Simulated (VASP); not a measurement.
```yaml
crystal:
  lattice:
    - [0.00000, 3.02427, 3.02427]
    - [3.02427, 0.00000, 3.02427]
    - [3.02427, 3.02427, 0.00000]
  atoms:
    - { symbol: La, position: [0.00000, 0.00000, 0.00000] }
    - { symbol: B, position: [0.25000, 0.25000, 0.25000] }
```

Computed with PBE GGA, VASP's PBE PAW potentials (set 64) (plane waves; VASP). Settings: 520 eV cut-off, 12×12×12 Γ-centred mesh, tetrahedra with Blöchl corrections, potentials La B.

Q: Estimate the energy per atom (σ→0), band gap (on the k-mesh) with the smallest direct gap where there is one.

A: 
```
Property                                                     Value
------------------------  ----------------------------------------
band gap (on the k-mesh)  none (metal, semimetal or under 0.01 eV)
energy per atom (σ→0)                               -4.927 eV/atom
```

Total energies compare only between runs with the same potentials, cut-off and functional.

The structure was generated: LaB was put into the zinc blende type (F-43m), which need not be its known phase. It was relaxed first, which changed the volume by -27 %.
